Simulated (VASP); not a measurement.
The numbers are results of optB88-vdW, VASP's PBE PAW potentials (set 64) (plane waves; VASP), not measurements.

VASP input:

INCAR:
```
SIGMA = 0.1
LUSE_VDW = T
GGA = BO
PARAM2 = 0.22
ISIF = 2
LWAVE = F
ENCUT = 520   # plane-wave cut-off (eV)
NELM = 100   # most electronic steps
LREAL = F   # projection in real space or not
PARAM1 = 0.1833333333
SYSTEM = Na
LCHARG = F
EDIFF = 1E-7   # SCF stop (eV)
ALGO = Normal   # blocked Davidson
LASPH = T
PREC = Accurate
AGGAC = 0.0
ISMEAR = 1
```

KPOINTS:
```
Automatic mesh
0
gamma
12 12 12
0 0 0
```

### POSCAR
```
Na
1
   -2.1168846792     2.1168846792     2.1168846792
    2.1168846792    -2.1168846792     2.1168846792
    2.1168846792     2.1168846792    -2.1168846792
Na
1
Direct
  0.0000000000   0.0000000000   0.0000000000
```

POTCAR, in this order: Na_pv (PBE.64 set). Program: vasp_std.

Output of the run:

### OSZICAR
```
       N       E                     dE             d eps       ncg     rms          rms(c)
DAV:   1     0.232373183684E+02    0.23237E+02   -0.39787E+03  1008   0.836E+02
DAV:   2     0.136261586209E+01   -0.21875E+02   -0.21873E+02  1022   0.140E+02
DAV:   3     0.931175472587E+00   -0.43144E+00   -0.43144E+00  1288   0.287E+01
DAV:   4     0.927018846941E+00   -0.41566E-02   -0.41566E-02  1337   0.258E+00
DAV:   5     0.926976841615E+00   -0.42005E-04   -0.42005E-04  1183   0.212E-01    0.173E-01
DAV:   6     0.925939220578E+00   -0.10376E-02   -0.70591E-04  1120   0.247E-01    0.117E-01
DAV:   7     0.924455502719E+00   -0.14837E-02   -0.39324E-03  1029   0.465E-01    0.120E-02
DAV:   8     0.924403602842E+00   -0.51900E-04   -0.70493E-05  1106   0.854E-02    0.592E-03
DAV:   9     0.924380159130E+00   -0.23444E-04   -0.71466E-05  1043   0.435E-02    0.874E-04
DAV:  10     0.924379937473E+00   -0.22166E-06   -0.75419E-07  1169   0.962E-03    0.437E-04
DAV:  11     0.924379868430E+00   -0.69043E-07   -0.12491E-07  1148   0.239E-03
   1 F= 0.92437987E+00 E0= 0.92464191E+00  d E =-.786127E-03
```

### OUTCAR
```
------------------------ aborting loop because EDIFF is reached ----------------------------------------
  FORCE on cell =-STRESS in cart. coord.  units (eV):
  Direction    XX          YY          ZZ          XY          YZ          ZX
  --------------------------------------------------------------------------------------
  Total       -0.0914891     -0.0914891     -0.0914891      0.0000000      0.0000000     -0.0000000
  in kB       -3.8630340     -3.8630340     -3.8630340      0.0000000      0.0000000     -0.0000000
  external PRESSURE =      -3.8630340 kB  Pullay stress =       0.0000000 kB
  volume of cell :       37.94
      direct lattice vectors                 reciprocal lattice vectors
    -2.116884679  2.116884679  2.116884679     0.000000000  0.236196145  0.236196145
     2.116884679 -2.116884679  2.116884679     0.236196145  0.000000000  0.236196145
     2.116884679  2.116884679 -2.116884679     0.236196145  0.236196145  0.000000000
 POSITION                                       TOTAL-FORCE (eV/Angst)
 -----------------------------------------------------------------------------------
      0.00000      0.00000      0.00000        -0.000000      0.000000     -0.000000
 -----------------------------------------------------------------------------------
    total drift:                                0.000000      0.000000      0.000000
  FREE ENERGIE OF THE ION-ELECTRON SYSTEM (eV)
  ---------------------------------------------------
  free  energy   TOTEN  =         0.9243798684 eV

  energy  without entropy=        0.9251659950  energy(sigma->0) =        0.92464191
```
(Selected blocks of OUTCAR.)

### OUTCAR
```
 val. band max:        0.1456908354   @ k =  -0.3333   0.4167   0.1667

 cond. band min:       0.2570502892   @ k =   0.3333   0.1667  -0.0000


 Fermi energy:         0.1761536855

 k-point     1 :       0.0000    0.0000    0.0000
  band No.  band energies     occupation
      1     -25.0159      2.00000
      2     -25.0159      2.00000
      3     -25.0158      2.00000
      4      -3.0149      2.00000
      5      11.7989      0.00000
      6      11.7990      0.00000
      7      11.7990      0.00000

 k-point     2 :       0.0833    0.0000    0.0000
  band No.  band energies     occupation
      1     -25.0180      2.00000
      2     -25.0166      2.00000
      3     -25.0159      2.00000
      4      -2.8945      2.00000
      5      10.3179      0.00000
      6      11.1060      0.00000
      7      11.3039      0.00000

 k-point     3 :       0.1667    0.0000    0.0000
  band No.  band energies     occupation
      1     -25.0239      2.00000
      2     -25.0186      2.00000
      3     -25.0158      2.00000
      4      -2.5350      2.00000
      5       8.1695      0.00000
      6      10.1585      0.00000
      7      10.5662      0.00000

 k-point     4 :       0.2500    0.0000    0.0000
  band No.  band energies     occupation
      1     -25.0318      2.00000
      2     -25.0213      2.00000
      3     -25.0158      2.00000
      4      -1.9410      2.00000
      5       6.1501      0.00000
      6       9.3789      0.00000
      7       9.9484      0.00000

 k-point     5 :       0.3333    0.0000    0.0000
  band No.  band energies     occupation
      1     -25.0398      2.00000
      2     -25.0240      2.00000
      3     -25.0158      2.00000
      4      -1.1201      2.00000
      5       4.3081      0.00000
      6       8.8131      0.00000
      7       9.5001      0.00000

 k-point     6 :       0.4167    0.0000    0.0000
  band No.  band energies     occupation
      1     -25.0455      2.00000
...
```

The compound is Na in the bcc structure. This cell is one point of a volume scan, at 1.06 of the reference volume.
